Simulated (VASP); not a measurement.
A convergence study with VASP on Rh (fcc): a few settings are varied, all else stays as given below, so the limit is that of these other settings.

```xyz
1
Lattice="0.0000 1.9000 1.9000 1.9000 0.0000 1.9000 1.9000 1.9000 0.0000" Properties=species:S:1:pos:R:3 pbc="T T T"
Rh     0.0000     0.0000     0.0000
```

Computed with PBEsol GGA, VASP's PBE PAW potentials (set 64) (plane waves; VASP). The last row used: 550 eV cut-off, 24×24×24 Γ-centred mesh, second-order Methfessel-Paxton smearing of 0.40 eV, potentials Rh_pv.

```tsv
setting	E (eV/atom)	pressure (GPa)	irreducible k-points
ISMEAR = -1, SIGMA = 0.01, 9×9×9 mesh	-8.1283	-4.72	35
ISMEAR = -1, SIGMA = 0.1, 9×9×9 mesh	-8.1273	-4.24	35
ISMEAR = 0, SIGMA = 0.01, 9×9×9 mesh	-8.1282	-4.71	35
ISMEAR = 0, SIGMA = 0.1, 9×9×9 mesh	-8.1289	-4.64	35
ISMEAR = 1, SIGMA = 0.01, 9×9×9 mesh	-8.1282	-4.69	35
ISMEAR = 1, SIGMA = 0.2, 9×9×9 mesh	-8.1298	-4.71	35
ISMEAR = 2, SIGMA = 0.05, 9×9×9 mesh	-8.1282	-4.72	35
ISMEAR = 2, SIGMA = 0.2, 9×9×9 mesh	-8.1292	-4.65	35
ISMEAR = -1, SIGMA = 0.01, 18×18×18 mesh	-8.1348	-4.77	195
ISMEAR = -1, SIGMA = 0.2, 18×18×18 mesh	-8.1337	-2.91	195
ISMEAR = 0, SIGMA = 0.01, 18×18×18 mesh	-8.1347	-4.78	195
ISMEAR = 0, SIGMA = 0.2, 18×18×18 mesh	-8.1351	-4.50	195
ISMEAR = 1, SIGMA = 0.01, 18×18×18 mesh	-8.1347	-4.78	195
ISMEAR = 1, SIGMA = 0.4, 18×18×18 mesh	-8.1345	-4.82	195
ISMEAR = 2, SIGMA = 0.05, 18×18×18 mesh	-8.1348	-4.77	195
ISMEAR = 2, SIGMA = 0.4, 18×18×18 mesh	-8.1355	-4.87	195
ISMEAR = -1, SIGMA = 0.05, 24×24×24 mesh	-8.1356	-4.69	413
ISMEAR = -1, SIGMA = 0.2, 24×24×24 mesh	-8.1336	-2.91	413
ISMEAR = 0, SIGMA = 0.05, 24×24×24 mesh	-8.1360	-4.78	413
ISMEAR = 0, SIGMA = 0.2, 24×24×24 mesh	?	?	413
ISMEAR = 1, SIGMA = 0.05, 24×24×24 mesh	-8.1360	-4.80	413
ISMEAR = 1, SIGMA = 0.4, 24×24×24 mesh	-8.1344	-4.81	413
ISMEAR = 2, SIGMA = 0.1, 24×24×24 mesh	-8.1360	-4.80	413
ISMEAR = 2, SIGMA = 0.4, 24×24×24 mesh	-8.1352	-4.85	413
```

### Question
Fill in the missing entries.

### Answer

- ISMEAR = 0, SIGMA = 0.2, 24×24×24 mesh, E (eV/atom): -8.1350
- ISMEAR = 0, SIGMA = 0.2, 24×24×24 mesh, pressure (GPa): -4.51

Left out are rungs that failed or repeat a setting and relaxations that didn't move; long series are thinned to 24 rows.

The compound is Rh in the fcc structure. The cell was not relaxed at this level.
